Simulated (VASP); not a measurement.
Given:

```xyz
4
Lattice="3.4014 0.0000 0.0000 0.0000 3.4014 0.0000 0.0000 0.0000 3.4014" Properties=species:S:1:pos:R:3 pbc="T T T"
Fe     0.0000     0.0000     0.0000
Ni     0.0000     1.7007     1.7007
Ni     1.7007     0.0000     1.7007
Ni     1.7007     1.7007     0.0000
```
Starting moments (μB, in the order of the record's atoms Fe Ni Ni Ni): 2.8 0.6 0.6 0.6.

The numbers are results of PBEsol GGA, VASP's PBE PAW potentials (set 64) (plane waves; VASP 6.6.1), not measurements. Numerical set-up: 500 eV cut-off, 9×9×9 Γ-centred mesh, first-order Methfessel-Paxton smearing of 0.10 eV, potentials Fe Ni.

Energy and stress use the plane-wave basis of the starting cell.

Question: The ions, cell shape and volume at an external pressure of 30.0 GPa are relaxed. Predict the relaxed structure.

Answer: 
```xyz
4
Lattice="3.3682 0.0000 0.0000 0.0000 3.3682 0.0000 0.0000 0.0000 3.3682" Properties=species:S:1:pos:R:3 pbc="T T T"
Fe     0.0000     0.0000     0.0000
Ni     0.0000     1.6841     1.6841
Ni     1.6841     0.0000     1.6841
Ni     1.6841     1.6841     0.0000
```
Space group Pm-3m (221), at a tolerance of 0.03 Å. The cell ends with 4.44 μB, on the sites 2.69 0.57 0.57 0.57 μB.

Question: How do energy and volume change from the first to the last step?

Answer: The energy (σ→0) changes by +44.0 meV/atom and the volume by -2.9 %, in 3 ionic steps.

The compound is Ni3Fe in the L1_2 structure. This run relaxes it under an external pressure of 30 GPa. Symmetry was kept, so distortions that lower it aren't found.
